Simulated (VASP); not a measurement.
OSZICAR of a VASP run on HgPd (space group P4/mmm):

File OSZICAR:
```
       N       E                     dE             d eps       ncg     rms          rms(c)
DAV:   1     0.965467067043E+02    0.96547E+02   -0.87447E+03  1271   0.937E+02
DAV:   2    -0.682372950594E+01   -0.10337E+03   -0.99865E+02  1284   0.269E+02
DAV:   3    -0.834331356222E+01   -0.15196E+01   -0.15174E+01  1536   0.378E+01
DAV:   4    -0.834855074466E+01   -0.52372E-02   -0.52369E-02  1368   0.189E+00
DAV:   5    -0.834862167136E+01   -0.70927E-04   -0.70927E-04  1536   0.243E-01    0.990E+00
DAV:   6    -0.802118381297E+01    0.32744E+00   -0.81188E-01  1368   0.154E+01    0.773E+00
DAV:   7    -0.798338824518E+01    0.37796E-01   -0.24055E-01  1256   0.500E+00    0.319E+00
DAV:   8    -0.797060773042E+01    0.12781E-01   -0.50090E-02  1368   0.282E+00    0.120E+00
DAV:   9    -0.796906539041E+01    0.15423E-02   -0.73749E-03  1319   0.137E+00    0.130E-01
DAV:  10    -0.796904617039E+01    0.19220E-04   -0.23838E-04  1431   0.134E-01    0.546E-02
DAV:  11    -0.796903746207E+01    0.87083E-05   -0.38054E-05  1347   0.710E-02    0.467E-03
DAV:  12    -0.796903740172E+01    0.60346E-07   -0.17872E-06   910   0.211E-02
   1 F= -.79690374E+01 E0= -.79582660E+01  d E =-.215427E-01
```

### Question
Which electronic solver shows in the log?

### Answer
It is blocked Davidson (ALGO = Normal, or the opening steps of other solvers). The INCAR had ALGO = Normal.

### Question
Can the final energy be trusted as converged?

### Answer
The run converged. It stopped with EDIFF = 1E-6, NELM = 100 (LDA (Ceperley-Alder, Perdew-Zunger), plane waves, VASP's LDA PAW potentials (set 64)).

The structure comes from a measured HgPd entry of the Crystallography Open Database, whose conditions weren't checked. The cell was not relaxed at this level.
